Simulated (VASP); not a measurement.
Input:

```
CELL_PARAMETERS angstrom
      4.57969     0.00000     0.00000
     -2.28984     3.96612     0.00000
      0.00000     0.00000     7.50417
ATOMIC_POSITIONS crystal
  Cd 0.33333 0.66667 0.00030
  Cd 0.66667 0.33333 0.50030
  Te 0.33333 0.66667 0.37470
  Te 0.66667 0.33333 0.87470
```

These are PBEsol GGA, VASP's PBE PAW potentials (set 64) (plane waves; VASP) values and carry that method's errors. Settings: 400 eV cut-off, Gaussian smearing of 0.050 eV, potentials Cd Te.

Unless said otherwise, spin-orbit coupling is left out, though it shifts the bands of the heavy elements here.

### Question
Give the energies of bands 13 to 21 at the high-symmetry points, in eV from the valence-band maximum.

### Answer

```json
[
 {"band": "13", "Γ": "-4.49", "M": "-4.41", "K": "-4.03", "A": "-2.79", "L": "-4.40", "H": "-4.33"},
 {"band": "14", "Γ": "-0.81", "M": "-3.83", "K": "-4.03", "A": "-2.79", "L": "-4.40", "H": "-4.33"},
 {"band": "15", "Γ": "-0.81", "M": "-2.75", "K": "-3.08", "A": "-0.43", "L": "-1.45", "H": "-2.52"},
 {"band": "16", "Γ": "-0.07", "M": "-1.89", "K": "-1.99", "A": "-0.43", "L": "-1.45", "H": "-2.52"},
 {"band": "17", "Γ": "0.00", "M": "-1.46", "K": "-1.99", "A": "-0.43", "L": "-1.40", "H": "-1.18"},
 {"band": "18", "Γ": "0.00", "M": "-0.80", "K": "-1.79", "A": "-0.43", "L": "-1.40", "H": "-1.18"},
 {"band": "19", "Γ": "0.70", "M": "2.36", "K": "3.23", "A": "1.95", "L": "2.18", "H": "2.83"},
 {"band": "20", "Γ": "1.55", "M": "2.62", "K": "4.14", "A": "1.95", "L": "2.18", "H": "2.83"},
 {"band": "21", "Γ": "4.47", "M": "4.01", "K": "4.14", "A": "4.92", "L": "3.73", "H": "4.93"}
]
```

The gap is direct, 0.70 eV, from the valence maximum at Γ to the conduction minimum at Γ.

The structure comes from a computed database's CdTe entry (P6_3mc); how it stands against other phases isn't given here. It was relaxed first.
